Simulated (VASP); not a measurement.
Output of a VASP run:

File OSZICAR:
```
       N       E                     dE             d eps       ncg     rms          rms(c)
DAV:   1     0.478226650544E+03    0.47823E+03   -0.15682E+04  1352   0.254E+03
DAV:   2     0.101047963991E+03   -0.37718E+03   -0.37177E+03  1960   0.404E+02
DAV:   3    -0.205589221934E+02   -0.12161E+03   -0.11961E+03  2520   0.220E+02
DAV:   4    -0.379751757813E+02   -0.17416E+02   -0.17408E+02  2336   0.908E+01
DAV:   5    -0.389974144232E+02   -0.10222E+01   -0.10218E+01  2520   0.265E+01    0.150E+01
DAV:   6    -0.333780277386E+02    0.56194E+01   -0.51433E+01  2064   0.437E+01    0.767E+00
DAV:   7    -0.333129105032E+02    0.65117E-01   -0.54774E+00  2544   0.251E+01    0.359E+00
DAV:   8    -0.333055811740E+02    0.73293E-02   -0.50811E-01  2368   0.656E+00    0.133E+00
DAV:   9    -0.333015370003E+02    0.40442E-02   -0.74314E-02  2456   0.250E+00    0.402E-01
DAV:  10    -0.333033537730E+02   -0.18168E-02   -0.41732E-02  2208   0.143E+00    0.221E-01
DAV:  11    -0.333034929229E+02   -0.13915E-03   -0.13230E-02  2280   0.890E-01    0.116E-01
DAV:  12    -0.333035891835E+02   -0.96261E-04   -0.20980E-03  2328   0.357E-01    0.519E-02
DAV:  13    -0.333036056507E+02   -0.16467E-04   -0.74185E-04  2424   0.204E-01    0.159E-02
DAV:  14    -0.333036091887E+02   -0.35380E-05   -0.47368E-05  2240   0.684E-02    0.557E-03
DAV:  15    -0.333036095963E+02   -0.40761E-06   -0.65902E-06  2496   0.225E-02    0.265E-03
DAV:  16    -0.333036095142E+02    0.82149E-07   -0.55043E-07  1872   0.725E-03
   1 F= -.33303610E+02 E0= -.33303610E+02  d E =-.333036E+02
       N       E                     dE             d eps       ncg     rms          rms(c)
DAV:   1    -0.333036142072E+02   -0.46109E-05   -0.78296E-03  1936   0.896E-01    0.205E-02
DAV:   2    -0.333036423659E+02   -0.28159E-04   -0.35936E-04  2176   0.213E-01    0.122E-02
DAV:   3    -0.333036396023E+02    0.27636E-05   -0.12524E-05  2408   0.392E-02    0.635E-03
DAV:   4    -0.333036386807E+02    0.92159E-06   -0.44331E-06  2656   0.221E-02    0.149E-03
DAV:   5    -0.333036387107E+02   -0.29981E-07   -0.46286E-07  1816   0.523E-03
   2 F= -.33303639E+02 E0= -.33303639E+02  d E =-.291965E-04
       N       E                     dE             d eps       ncg     rms          rms(c)
DAV:   1    -0.333035041073E+02    0.13457E-03   -0.47969E-02  1792   0.222E+00    0.510E-02
DAV:   2    -0.333036934099E+02   -0.18930E-03   -0.23679E-03  2184   0.556E-01    0.305E-02
DAV:   3    -0.333036763316E+02    0.17078E-04   -0.80598E-05  2376   0.997E-02    0.165E-02
DAV:   4    -0.333036702446E+02    0.60870E-05   -0.33020E-05  2672   0.596E-02    0.437E-03
DAV:   5    -0.333036703567E+02   -0.11213E-06   -0.48732E-06  2104   0.169E-02    0.223E-03
DAV:   6    -0.333036703391E+02    0.17583E-07   -0.42736E-07  1616   0.734E-03
   3 F= -.33303670E+02 E0= -.33303670E+02  d E =-.608250E-04
```

**OUTCAR**
```
------------------------ aborting loop because EDIFF is reached ----------------------------------------
  FORCE on cell =-STRESS in cart. coord.  units (eV):
  Direction    XX          YY          ZZ          XY          YZ          ZX
  --------------------------------------------------------------------------------------
  Total        0.0147405      0.0147405      0.0069157     -0.0000000     -0.0000000      0.0000000
  in kB        0.2908239      0.2908239      0.1364435     -0.0000000     -0.0000000      0.0000000
  external PRESSURE =       0.2393638 kB  Pullay stress =       0.0000000 kB
  volume of cell :       81.21
      direct lattice vectors                 reciprocal lattice vectors
     1.963402278 -3.400712412 -0.000000000     0.254659988 -0.147028016 -0.000000000
     1.963402278  3.400712412  0.000000000     0.254659988  0.147028016  0.000000000
     0.000000000 -0.000000000  6.081098753    -0.000000000 -0.000000000  0.164443967
 POSITION                                       TOTAL-FORCE (eV/Angst)
 -----------------------------------------------------------------------------------
      1.96340      1.13357      1.49050        -0.000000      0.000000     -0.006639
      1.96340     -1.13357      4.59060         0.000000      0.000000      0.006639
      0.00000     -0.00000     -0.00000        -0.000000     -0.000000      0.000000
      1.96340      1.13357      3.93191         0.000000     -0.000000     -0.001558
      1.96340     -1.13357      2.14919        -0.000000     -0.000000      0.001558
 -----------------------------------------------------------------------------------
    total drift:                                0.000000      0.000000      0.000000
  FREE ENERGIE OF THE ION-ELECTRON SYSTEM (eV)
  ---------------------------------------------------
  free  energy   TOTEN  =       -33.3036703391 eV

  energy  without entropy=      -33.3036703391  energy(sigma->0) =      -33.30367034

 reached required accuracy - stopping structural energy minimisation
```
(Selected blocks of OUTCAR.)

POSCAR:
```
La2O3
1
    1.9626811342    -3.3994633537     0.0000000000
    1.9626811342     3.3994633537     0.0000000000
    0.0000000000     0.0000000000     6.0855683068
La O
2 3
Direct
  0.3333330000   0.6666670000   0.2451805196
  0.6666670000   0.3333330000   0.7548194804
  0.0000000000   0.0000000000   1.0000000000
  0.3333330000   0.6666670000   0.6461207886
  0.6666670000   0.3333330000   0.3538792114
```

### Question
Reconstruct the remaining input files.

### Answer
One answer among several that fit: the input of the run itself, optB86b-vdW, plane waves, VASP's PBE PAW potentials (set 64).

**KPOINTS**
```
Regular mesh
0
Gamma
7 7 4
```

INCAR:
```
AGGAC=0.0
ALGO=Normal
EDIFF=1E-7
EDIFFG=-0.01
ENCUT=520
GGA=MK
IBRION=2
ISIF=4
ISMEAR=0
LASPH=.TRUE.
LCHARG=.FALSE.
LMAXMIX=6
LREAL=.FALSE.
LUSE_VDW=.TRUE.
LWAVE=.FALSE.
NELM=100
NSW=30
PARAM1=0.1234
PARAM2=1.0
PREC=Accurate
SIGMA=0.05
SYSTEM=La2O3
```

POTCAR, in this order: La O (PBE.64 set). Program: vasp_std.

The compound is La2O3 in the a-type structure. This run relaxes it. Symmetry was kept, so distortions that lower it aren't found.
